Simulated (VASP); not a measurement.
The system is LaLuN2.

```
La Lu N
1.0
     0.00000    4.35241    4.35241
     4.35241    0.00000    4.35241
     4.35241    4.35241    0.00000
La Lu N
2 2 4
Direct
  0.25000 0.25000 0.25000
  0.00000 0.00000 0.00000
  0.50000 0.50000 0.50000
  0.75000 0.75000 0.75000
  0.12500 0.12500 0.12500
  0.12500 0.12500 0.62500
  0.12500 0.62500 0.12500
  0.62500 0.12500 0.12500
```

The cell was built by a generator and needn't be a form met in nature.

* Program: VASP 6.6.1
* Task: relaxation of cell and atoms
* Functional: PBE
* Potentials or basis: VASP PAW PBE potentials, release 64 (La, Lu, N)
* Cutoff: 520 eV
* k mesh: 3 × 3 × 3
* Occupations: gaussian, width 0.15 eV
* Spin: no spin polarisation

At the start: pressure 19.0 GPa; volume 20.61 Å³/atom.

Question: Where does the relaxation end?

Answer: Over 23 steps the energy falls by 770.6 meV/atom and the volume is 30.42 Å³/atom (+47.6 %); space group Fd-3m (No. 227, to 0.05 Å).

The path:
| step | energy change (eV) | largest force (eV/Å) | pressure (GPa) | volume (Å³) |
| --- | --- | --- | --- | --- |
| 1 | 0.0000 | 0.0000 | 18.98 | 164.90 |
| 2 | -5.0568 | 0.0000 | 1.60 | 230.32 |
| 3 | -5.9455 | 0.0000 | 4.13 | 234.67 |
| 4 | -5.4676 | 0.0000 | 15.48 | 243.55 |
| 5 | -3.1923 | 0.0000 | -6.20 | 261.97 |
| 6 | -4.6661 | 0.0000 | -2.67 | 256.33 |
| 7 | -5.4638 | 0.0000 | -5.03 | 252.89 |
| 8 | -5.0398 | 0.0000 | -7.03 | 248.19 |
| 9 | -5.0887 | 0.0000 | -1.85 | 245.86 |
| 10 | -4.9596 | 0.0000 | 5.84 | 232.91 |
| 11 | -4.2108 | 0.0000 | 23.60 | 242.57 |
| 12 | -5.8220 | 0.0000 | 3.66 | 245.62 |
| 13 | -6.1546 | 0.0000 | -0.77 | 245.78 |
| 14 | -6.1569 | 0.0000 | -0.71 | 245.73 |
| 15 | -6.1573 | 0.0000 | -0.90 | 245.67 |
| 16 | -6.1575 | 0.0000 | -0.87 | 245.65 |
| 17 | -6.1575 | 0.0000 | -0.84 | 245.63 |
| 18 | -6.1576 | 0.0000 | -0.83 | 245.62 |
| 19 | -6.1106 | 0.0000 | -0.61 | 243.49 |
| 20 | -6.0374 | 0.0000 | 0.65 | 237.89 |
| 21 | -6.0389 | 0.0000 | 4.92 | 240.72 |
| 22 | -6.0711 | 0.0000 | 1.45 | 243.18 |
| 23 | -6.1644 | 0.0000 | -0.35 | 243.40 |

Final structure:
```xyz
8
Lattice="0.0000 4.9556 4.9556 4.9556 0.0000 4.9556 4.9556 4.9556 0.0000" Properties=species:S:1:pos:R:3 pbc="T T T"
La    2.4778    2.4778    2.4778
La    0.0000    0.0000    0.0000
Lu    4.9556    4.9556    4.9556
Lu    7.4334    7.4334    7.4334
N     1.2389    1.2389    1.2389
N     3.7167    3.7167    1.2389
N     3.7167    1.2389    3.7167
N     1.2389    3.7167    3.7167
```

Caveat: the k mesh is coarse (spacing up to 0.42 Å⁻¹), so the values aren't converged; the volume moved by over 15 % at a fixed basis, so the end points are rough.
